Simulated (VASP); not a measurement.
# Which native defect does Sb2Pt (Geversite) form most easily?

Which native defect is cheapest in Sb2Pt (Geversite), and how does that change with the growth condition? The start is a cell from a database of measured crystal structures.

Calculated with VASP 6.6.1; PBEsol; plane waves and PAW (Pt, Sb), in the first sound run; inputs show where later runs differ.

## 1. The host crystal

It takes space group Pa-3 (No. 205, cubic). The conventional cell has a = 6.442 Å, b = 6.442 Å, c = 6.442 Å, α = 90.00°, β = 90.00°, γ = 90.00°. Nearest to Pt lie 6 Sb at 2.67 Å. Sb has 3 Pt at 2.67 Å and 1 Sb at 2.78 Å nearest. Farther neighbours are not listed.

Coordinates:

```cif
data_structure
_symmetry_space_group_name_H-M 'Pa-3'
_symmetry_Int_Tables_number 205
_cell_length_a 6.4423
_cell_length_b 6.4423
_cell_length_c 6.4423
_cell_angle_alpha 90.000
_cell_angle_beta 90.000
_cell_angle_gamma 90.000
_cell_volume 267.38
loop_
_atom_site_label
_atom_site_type_symbol
_atom_site_symmetry_multiplicity
_atom_site_Wyckoff_symbol
_atom_site_fract_x
_atom_site_fract_y
_atom_site_fract_z
_atom_site_occupancy
Pt1 Pt 4 a 0.00000 0.50000 0.50000 1
Sb1 Sb 8 c 0.37530 0.12470 0.87530 1
```

## 2. The host at zero pressure

First cell and atoms are relaxed at a raised cutoff, so that later runs start from this functional's own cell.

The input, INCAR:

```
SYSTEM = Sb2Pt
PREC = Normal
ENCUT = 350
EDIFF = 1E-05
NELM = 120
ISMEAR = 0
SIGMA = 0.05
LREAL = Auto
ALGO = Fast
GGA = PS
NBANDS = 52
LASPH = .TRUE.
LORBIT = 11
LWAVE = .FALSE.
LCHARG = .FALSE.
KPAR = 2
NCORE = 4
IBRION = 2
NSW = 40
ISIF = 3
EDIFFG = -0.03
POTIM = 0.4
```

The input, POSCAR:

```
Sb2Pt
1.0
    6.4423000000      0.0000000000      0.0000000000
    0.0000000000      6.4423000000      0.0000000000
    0.0000000000      0.0000000000      6.4423000000
Pt Sb
4 8
Direct
    0.0000000000      0.5000000000      0.5000000000
    0.5000000000      0.5000000000      0.0000000000
    0.5000000000      0.0000000000      0.5000000000
    0.0000000000      0.0000000000      0.0000000000
    0.3753000000      0.1247000000      0.8753000000
    0.1247000000      0.8753000000      0.3753000000
    0.8753000000      0.3753000000      0.1247000000
    0.6247000000      0.6247000000      0.6247000000
    0.6247000000      0.8753000000      0.1247000000
    0.8753000000      0.1247000000      0.6247000000
    0.1247000000      0.6247000000      0.8753000000
    0.3753000000      0.3753000000      0.3753000000
```

The input, KPOINTS:

```
Automatic mesh
0
Gamma
3 3 3
0 0 0
```

Potentials, in the order of the species: Pt and Sb (PBE family, release 64).

The run is started by

```
> mpirun -np 8 vasp_std
```

Log:

```text
[banner, memory and clock lines left out]
running    8 mpi-ranks, on    1 nodes
 distrk:  each k-point on    4 cores,    2 groups
 distr:  one band on    4 cores,    1 groups

 POSCAR found type information on POSCAR PtSb
 POSCAR found :  2 types and      12 ions
|                                                                             |
|               ----> ADVICE to this user running VASP <----                  |
|                                                                             |
|     You enforced a specific xc type in the INCAR file but a different       |
|     [... a line on the potential file left out ...]
|     I HOPE YOU KNOW WHAT YOU ARE DOING!                                     |
|                                                                             |

 LDA part: xc-table for (Slater+PW92), standard interpolation
 POSCAR, INCAR and KPOINTS ok, starting setup
 FFT: planning ... GRIDC
 FFT: planning ... GRID_SOFT
 FFT: planning ... GRID
 WAVECAR not read
 entering main loop
       N       E                     dE             d eps       ncg     rms          rms(c)
DAV:   1     0.381168984956E+03    0.38117E+03   -0.24474E+04   416   0.949E+02
DAV:   2    -0.471604345505E+02   -0.42833E+03   -0.40897E+03   500   0.209E+02
DAV:   3    -0.721597157064E+02   -0.24999E+02   -0.24281E+02   480   0.548E+01
DAV:   4    -0.726842788477E+02   -0.52456E+00   -0.51878E+00   496   0.816E+00
DAV:   5    -0.726969269906E+02   -0.12648E-01   -0.12585E-01   480   0.131E+00    0.182E+01
RMM:   6    -0.708199034375E+02    0.18770E+01   -0.11044E+01   416   0.119E+01    0.751E+00
RMM:   7    -0.703112112708E+02    0.50869E+00   -0.12041E+00   416   0.412E+00    0.451E+00
RMM:   8    -0.701912307884E+02    0.11998E+00   -0.26084E-01   416   0.188E+00    0.753E-01
RMM:   9    -0.701897316403E+02    0.14991E-02   -0.50197E-02   417   0.863E-01    0.386E-01
RMM:  10    -0.701906454838E+02   -0.91384E-03   -0.11380E-02   417   0.458E-01    0.182E-01
RMM:  11    -0.701902026786E+02    0.44281E-03   -0.62349E-03   416   0.285E-01    0.808E-02
RMM:  12    -0.701901435626E+02    0.59116E-04   -0.13779E-03   417   0.148E-01    0.406E-02
RMM:  13    -0.701901388575E+02    0.47051E-05   -0.33526E-04   430   0.639E-02    0.607E-03
RMM:  14    -0.701901459504E+02   -0.70929E-05   -0.82915E-05   366   0.278E-02
   1 F= -.70190146E+02 E0= -.70184651E+02  d E =-.701901E+02
 curvature:   0.00 expect dE= 0.000E+00 dE for cont linesearch  0.000E+00
 trial: gam= 0.00000 g(F)=  0.377E-02 g(S)=  0.282E-01 ort = 0.000E+00 (trialstep = 0.100E+01)
 search vector abs. value=  0.319E-01
 bond charge predicted
       N       E                     dE             d eps       ncg     rms          rms(c)
DAV:   1    -0.703706537446E+02   -0.18051E+00   -0.26601E+00   456   0.837E+00    0.273E+00
RMM:   2    -0.702206510932E+02    0.15000E+00   -0.82006E-01   416   0.334E+00    0.116E+00
RMM:   3    -0.701964197042E+02    0.24231E-01   -0.68562E-02   416   0.102E+00    0.395E-01
RMM:   4    -0.701923183637E+02    0.41013E-02   -0.14862E-02   417   0.358E-01    0.127E-01
RMM:   5    -0.701924715110E+02   -0.15315E-03   -0.17481E-03   416   0.137E-01    0.117E-01
RMM:   6    -0.701925000127E+02   -0.28502E-04   -0.28937E-04   416   0.652E-02    0.521E-02
RMM:   7    -0.701925023787E+02   -0.23660E-05   -0.11248E-04   405   0.330E-02    0.132E-02
RMM:   8    -0.701925050258E+02   -0.26470E-05   -0.21021E-05   266   0.163E-02
   2 F= -.70192505E+02 E0= -.70187212E+02  d E =-.235908E-02
[...]
3 F= -.70199016E+02 E0= -.70193600E+02  d E =-.886974E-02
 curvature:  -0.28 expect dE=-0.702E-03 dE for cont linesearch -0.196E-05
 trial: gam= 0.06305 g(F)=  0.227E-02 g(S)=  0.214E-03 ort = 0.471E-03 (trialstep = 0.906E+00)
 search vector abs. value=  0.267E-02
 bond charge predicted
       N       E                     dE             d eps       ncg     rms          rms(c)
DAV:   1    -0.702004750758E+02   -0.14593E-02   -0.26149E-02   440   0.597E-01    0.762E-02
RMM:   2    -0.702005177983E+02   -0.42722E-04   -0.15064E-03   416   0.140E-01    0.473E-02
RMM:   3    -0.702005146089E+02    0.31893E-05   -0.15803E-04   416   0.501E-02    0.251E-02
RMM:   4    -0.702005145892E+02    0.19698E-07   -0.29887E-05   290   0.190E-02
   4 F= -.70200515E+02 E0= -.70195132E+02  d E =-.149890E-02
 trial-energy change:   -0.001499  1 .order   -0.001487   -0.002276   -0.000698
 step:   1.3059(harm=  1.3059)  dis= 0.00270  next Energy=   -70.200657 (dE=-0.164E-02)
 reached required accuracy - stopping structural energy minimisation
```

It took 9.6 s on 8 MPI ranks of AMD EPYC 9R45, shared host; peak memory 0.97 GiB.

The logs omit lines about the potential files and the build; timing stands in the text.

OUTCAR, selected parts (step 2):

```text
ion  position               nearest neighbor table
   1  0.000  0.500  0.500-   6 2.67   7 2.67   8 2.67  10 2.67  11 2.67  12 2.67
   2  0.500  0.500  0.000-   5 2.67   7 2.67   8 2.67   9 2.67  11 2.67  12 2.67
   3  0.500  0.000  0.500-   5 2.67   6 2.67   8 2.67   9 2.67  10 2.67  12 2.67
   4  0.000  0.000  0.000-   5 2.67   6 2.67   7 2.67   9 2.67  10 2.67  11 2.67
   5  0.375  0.125  0.875-   2 2.67   3 2.67   4 2.67   9 2.78  10 3.60  11 3.60  12 3.60  12 3.60
                            11 3.60  10 3.60
   6  0.125  0.875  0.375-   1 2.67   3 2.67   4 2.67  10 2.78   9 3.60  11 3.60  12 3.60  11 3.60
                            12 3.60   9 3.60
   7  0.875  0.375  0.125-   1 2.67   2 2.67   4 2.67  11 2.78  10 3.60   9 3.60  12 3.60  10 3.60
                             9 3.60  12 3.60
   8  0.625  0.625  0.625-   1 2.67   2 2.67   3 2.67  12 2.78  10 3.60  11 3.60   9 3.60   9 3.60
                            10 3.60  11 3.60
   9  0.625  0.875  0.125-   2 2.67   3 2.67   4 2.67   5 2.78   6 3.60   7 3.60   8 3.60   8 3.60
                             7 3.60   6 3.60
  10  0.875  0.125  0.625-   1 2.67   3 2.67   4 2.67   6 2.78   5 3.60   7 3.60   8 3.60   7 3.60
                             8 3.60   5 3.60
  11  0.125  0.625  0.875-   1 2.67   2 2.67   4 2.67   7 2.78   6 3.60   5 3.60   8 3.60   6 3.60
                             5 3.60   8 3.60
  12  0.375  0.375  0.375-   1 2.67   2 2.67   3 2.67   8 2.78   6 3.60   7 3.60   5 3.60   5 3.60
                             6 3.60   7 3.60

  LATTYP: Found a simple cubic cell.
 ALAT       =     6.4423000000

 Subroutine GETGRP returns: Found 24 space group operations
 (whereof  6 operations were pure point group operations)

The static configuration has the point symmetry S_6 .
 The point group associated with its full space group is T_h .

 Found      4 irreducible k-points:

   k-points           NKPTS =      4   k-points in BZ     NKDIM =      4   number of bands    NBANDS=     52

   dimension x,y,z NGX =    30 NGY =   30 NGZ =   30
   dimension x,y,z NGXF=    60 NGYF=   60 NGZF=   60

   ENCUT  =  350.0 eV  25.72 Ry    5.07 a.u.   9.83  9.83  9.83*2*pi/ulx,y,z

   NELECT =      80.0000    total number of electrons

 k-points in reciprocal lattice and weights: Automatic mesh
   0.00000000  0.00000000  0.00000000       0.037
   0.33333333  0.00000000  0.00000000       0.222
   0.33333333  0.33333333  0.00000000       0.444
   0.33333333  0.33333333  0.33333333       0.296

 average (electrostatic) potential at core
       1 -65.3364       2 -65.3364       3 -65.3364       4 -65.3364       5 -83.4656
       6 -83.4656       7 -83.4656       8 -83.4656       9 -83.4656      10 -83.4656
      11 -83.4656      12 -83.4656

 E-fermi :   9.1056

 k-point     1 :       0.0000    0.0000    0.0000
  band No.  band energies     occupation
    ...
     39       8.5302      2.00000
     40       8.5302      2.00000
     41       9.0585      1.81771
     42       9.0585      1.81771
     43       9.0585      1.81771
     44       9.9442      0.00000
     45      12.3081      0.00000
     46      12.3081      0.00000
     47      12.3081      0.00000
     48      13.4513      0.00000
    ...

 k-point     2 :       0.3333    0.0000    0.0000
  band No.  band energies     occupation
    ...
     36       7.1934      2.00000
     37       7.8359      2.00000
     38       7.9319      2.00000
     39       8.3199      2.00000
     40       8.7978      2.00000
     41       9.4771      0.00000
     42       9.5070      0.00000
     43       9.7263      0.00000
     44      10.5606      0.00000
     45      11.4695      0.00000
    ...

 k-point     3 :       0.3333    0.3333    0.0000
  band No.  band energies     occupation
    ...
     36       7.7414      2.00000
     37       7.7824      2.00000
     38       8.0233      2.00000
     39       8.3227      2.00000
     40       9.0792      1.54557
     41       9.8798      0.00000
     42       9.9352      0.00000
     43      10.4042      0.00000
     44      10.7369      0.00000
     45      10.9850      0.00000
    ...

  Total       -0.1020236     -0.1020236     -0.1020236     -0.0000000     -0.0000000     -0.0000000
  in kB       -0.6062768     -0.6062768     -0.6062768     -0.0000000     -0.0000000     -0.0000000
  external PRESSURE =      -0.6062768 kB  Pullay stress =       0.0000000 kB

  energy-cutoff  :      350.00
  volume of cell :      269.61
      direct lattice vectors                 reciprocal lattice vectors
     6.460212153  0.000000000  0.000000000     0.154793678 -0.000000000  0.000000000
     0.000000000  6.460212153  0.000000000    -0.000000000  0.154793678  0.000000000
    -0.000000000 -0.000000000  6.460212153    -0.000000000 -0.000000000  0.154793678

 POSITION                                       TOTAL-FORCE (eV/Angst)
 -----------------------------------------------------------------------------------
     -0.00000      3.23011      3.23011         0.000000      0.000000     -0.000000
      3.23011      3.23011      0.00000         0.000000      0.000000     -0.000000
      3.23011      0.00000      3.23011         0.000000      0.000000     -0.000000
      0.00000      0.00000      0.00000         0.000000      0.000000     -0.000000
      2.42134      0.80877      5.65144        -0.014722      0.014722     -0.014722
      0.80877      5.65144      2.42134         0.014722     -0.014722     -0.014722
      5.65144      2.42134      0.80877        -0.014722     -0.014722      0.014722
      4.03887      4.03887      4.03887         0.014722      0.014722      0.014722
      4.03887      5.65144      0.80877         0.014722     -0.014722      0.014722
      5.65144      0.80877      4.03887        -0.014722      0.014722      0.014722
      0.80877      4.03887      5.65144         0.014722      0.014722     -0.014722
      2.42134      2.42134      2.42134        -0.014722     -0.014722     -0.014722
 -----------------------------------------------------------------------------------
    total drift:                                0.000000      0.000000      0.000000

  FREE ENERGIE OF THE ION-ELECTRON SYSTEM (eV)
  ---------------------------------------------------
  free  energy   TOTEN  =       -70.2005145892 eV

  energy  without entropy=      -70.1897490586  energy(sigma->0) =      -70.19513182

 reached required accuracy - stopping structural energy minimisation

 total charge
# of ion       s       p       d       tot
------------------------------------------
    1        0.685   0.690   8.078   9.453
    2        0.685   0.690   8.078   9.453
    3        0.685   0.690   8.078   9.453
    4        0.685   0.690   8.078   9.453
    5        1.146   1.217   0.062   2.425
    6        1.146   1.217   0.062   2.425
    7        1.146   1.217   0.062   2.425
    8        1.146   1.217   0.062   2.425
    9        1.146   1.217   0.062   2.425
   10        1.146   1.217   0.062   2.425
   11        1.146   1.217   0.062   2.425
   12        1.146   1.217   0.062   2.425
--------------------------------------------------
tot         11.906  12.499  32.811  57.216

[... 1 further part left out ...]
```

CONTCAR:

```
Sb2Pt
   1.00000000000000
     6.4602121530385332    0.0000000000000000    0.0000000000000000
     0.0000000000000000    6.4602121530385332    0.0000000000000000
    -0.0000000000000000   -0.0000000000000000    6.4602121530385332
  Pt              Sb
     4     8
Direct
     0.0000000000000000    0.5000000000000000    0.5000000000000000
     0.5000000000000000    0.5000000000000000    0.0000000000000000
     0.5000000000000000    0.0000000000000000    0.5000000000000000
     0.0000000000000000    0.0000000000000000    0.0000000000000000
     0.3748077904327654    0.1251922095672346    0.8748077904327654
     0.1251922095672346    0.8748077904327654    0.3748077904327654
     0.8748077904327654    0.3748077904327654    0.1251922095672346
     0.6251922095672346    0.6251922095672346    0.6251922095672346
     0.6251922095672346    0.8748077904327654    0.1251922095672346
     0.8748077904327654    0.1251922095672346    0.6251922095672346
     0.1251922095672346    0.6251922095672346    0.8748077904327654
     0.3748077904327654    0.3748077904327654    0.3748077904327654
```

The k-mesh is coarse for a metal. The PAW data sets were made with PBE, which is usual practice but a small mismatch for other functionals. The run keeps the 24 symmetry operations of its start, so it cannot find a distortion of lower symmetry.

Relaxation path:

```tsv
step	energy less that of the first step (eV)	largest force (eV/Å)	pressure (GPa)	volume (Å³)
1	0.0000	0.1105	1.02	267.38
2	-0.0024	0.0659	-0.94	271.81
3	-0.0089	0.0857	-0.09	269.71
4	-0.0104	0.0255	-0.06	269.61
```

```tsv
conventional cell, symmetrised	before	after	change
a (Å)	6.442	6.460	+0.3 %
b (Å)	6.442	6.460	+0.3 %
c (Å)	6.442	6.460	+0.3 %
volume (Å³/atom)	22.28	22.47	+0.8 %
```

Final coordinates:

```xyz
12
Lattice="6.4602 0.0000 0.0000 0.0000 6.4602 0.0000 0.0000 0.0000 6.4602" Properties=species:S:1:pos:R:3 pbc="T T T"
Pt    0.0000    3.2301    3.2301
Pt    3.2301    3.2301    0.0000
Pt    3.2301    0.0000    3.2301
Pt    0.0000    0.0000    0.0000
Sb    2.4213    0.8088    5.6514
Sb    0.8088    5.6514    2.4213
Sb    5.6514    2.4213    0.8088
Sb    4.0389    4.0389    4.0389
Sb    4.0389    5.6514    0.8088
Sb    5.6514    0.8088    4.0389
Sb    0.8088    4.0389    5.6514
Sb    2.4213    2.4213    2.4213
```

Numbers from this step:

```
electronic cycles                               : 34
electrons                                       : 80
free energy (TOTEN)                             : -70.2005 eV
energy at zero smearing                         : -70.1951 eV
Fermi energy                                    : 9.106 eV
labelled metallic, from the levels on this mesh : yes
```

The run ended after 4 ionic steps, 0.010 eV below its first step, once forces and stress met EDIFFG = -0.03.

(Continued in part 2 of 6.)

[Lines on the potential files, build, host, timing and source positions are cut from VASP's logs without a mark.]

[Logs are printed without paths, hosts, clocks, repeated set-up lines and the standing remarks that a program may print on its own settings, such as how far it seeks lower states.]

[Hosts, paths, dates, database ids (printed as entryN), source tags and the programs' standing remarks are cut or masked in the printed files.]

[In band tables of VASP the shares of atoms and orbitals are scaled to a sum of 1 inside the atoms' spheres.]

[Runs that stopped without an error message from VASP are left out.]
